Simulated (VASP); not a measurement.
Data:

```cif
data_Ag4Cl4
_chemical_formula_sum 'Ag4 Cl4'
_space_group_name_H-M_alt 'Fm-3m'
_space_group_IT_number 225
_space_group_name_Hall '-F 4 2 3'
_cell_length_a 5.53328
_cell_length_b 5.53328
_cell_length_c 5.53328
_cell_angle_alpha 90.000
_cell_angle_beta 90.000
_cell_angle_gamma 90.000
loop_
_atom_site_label
_atom_site_type_symbol
_atom_site_symmetry_multiplicity
_atom_site_Wyckoff_symbol
_atom_site_fract_x
_atom_site_fract_y
_atom_site_fract_z
_atom_site_occupancy
Ag1 Ag 4 a 0.00000 0.00000 0.00000 1
Cl1 Cl 4 b 0.50000 0.50000 0.50000 1
```
(The calculation used a cell of 2 atoms; values per cell refer to that cell.)

All values below come from MS2 meta-GGA, VASP's PBE PAW potentials (set 64) (plane waves; VASP 6.6.1). Settings: 520 eV cut-off, 8×8×8 Γ-centred mesh, Gaussian smearing of 0.050 eV, potentials Ag Cl.

### Question
Give the energy at these volumes per atom, relative to the lowest: 19.92, 20.56, 21.19, 21.83, 22.46 Å³.

### Answer
13.1, 3.0, 0.0, 2.9, 10.7 meV/atom. A third-order Birch-Murnaghan fit gives B0 = 49.7 GPa and B0′ = 5.3.

The compound is AgCl in the rock salt structure. It was relaxed first.
